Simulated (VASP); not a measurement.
Wanted: the native input for a VASP 6.6.1 run.

```yaml
Task: relaxation of cell and atoms
Functional: PBE
Dispersion: D3(BJ)
Potentials_or_basis: VASP PAW PBE potentials, release 64 (B, N)
Cutoff: 520 eV
k_mesh: 21 × 21 × 8
Occupations: gaussian, width 0.02 eV
Spin: no spin polarisation
Further_INCAR_settings: ALGO = Normal; EDIFF = 1e-07; IBRION = 2; EDIFFG = -0.002; NSW = 80; ISIF = 3
```

The structure of BN lies in POSCAR:

```
BN
1.0
    2.4982400000      0.0000000000      0.0000000000
   -1.2491200000      2.1635393000      0.0000000000
    0.0000000000      0.0000000000      6.6357000000
B N
2 2
Direct
    0.3333333300      0.6666666700      0.2500000000
    0.6666666700      0.3333333300      0.7500000000
    0.3333333300      0.6666666700      0.7500000000
    0.6666666700      0.3333333300      0.2500000000
```

The input as run:

INCAR

```
SYSTEM = BN
  PREC = Accurate
  ENCUT = 520
  EDIFF = 1E-7
  ISMEAR = 0
  SIGMA = 0.02
  LREAL = .False.
  LASPH = .True.
  NELM = 80
  ALGO = Normal
  ISIF = 3
  LWAVE = .False.
  LCHARG = .False.
  GGA = PE
  IVDW = 12
  IBRION = 2
  NSW = 80
  EDIFFG = -0.002
  KPAR = 4
```

KPOINTS

```
regular mesh
0
Gamma
  21 21 8
  0 0 0
```

Potentials or basis: VASP PAW PBE potentials, release 64 (B, N).

Launch:

```sh
$ cat potpaw_PBE.64/B/POTCAR potpaw_PBE.64/N/POTCAR > POTCAR
$ mpirun -np 4 vasp_std > vasp.out
```

Results of the run:

- Relaxed volume: 8.96 Å³/atom
- Relaxed cell: a = 2.507 Å, b = 2.507 Å, c = 6.585 Å, α = 90.00°, β = 90.00°, γ = 120.00°
- Space group after relaxing (to 0.05 Å): P6_3/mmc (No. 194)
- Energy gained by relaxing: 0.8 meV/atom
- Ionic steps: 11
- Pressure after relaxing: 0.0 GPa
- Band gap on the k mesh: 4.24 eV, indirect (least direct gap 4.63 eV)
- Dispersion energy per atom: -0.142 eV

Caveat: an odd mesh through Γ misses points on the zone boundary, where band edges often lie.

Run time: 69 s on 4 MPI ranks on Intel(R) Xeon(R) 6975P-C (Granite Rapids), with other jobs on the host, peak memory 0.23 GiB a rank.
